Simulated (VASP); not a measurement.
Given:

```yaml
crystal:
  lattice:
    - [0.00000, 2.19742, 2.19742]
    - [2.19742, 0.00000, 2.19742]
    - [2.19742, 2.19742, 0.00000]
  atoms:
    - { symbol: Si, position: [0.00000, 0.00000, 0.00000] }
    - { symbol: C, position: [0.25000, 0.25000, 0.25000] }
```

These are SCAN meta-GGA, VASP's PBE PAW potentials (set 64) (plane waves; VASP 6.6.1) values and carry that method's errors. Settings: 520 eV cut-off, 10×10×10 Γ-centred mesh, Gaussian smearing of 0.050 eV, potentials Si C.

Predict the energy per atom (σ→0), pressure, band gap (on the k-mesh) with the smallest direct gap where there is one.

```json
{
 "band gap (on the k-mesh)": "1.73 eV",
 "smallest direct gap (on the k-mesh)": "5.02 eV",
 "energy per atom (σ→0)": "-10.340 eV/atom",
 "pressure": "-6.35 GPa"
}
```

Only differences to runs with the same potentials and settings are physical.

The compound is SiC in the zinc blende structure. This cell is one point of a volume scan, at 1.03 of the reference volume.
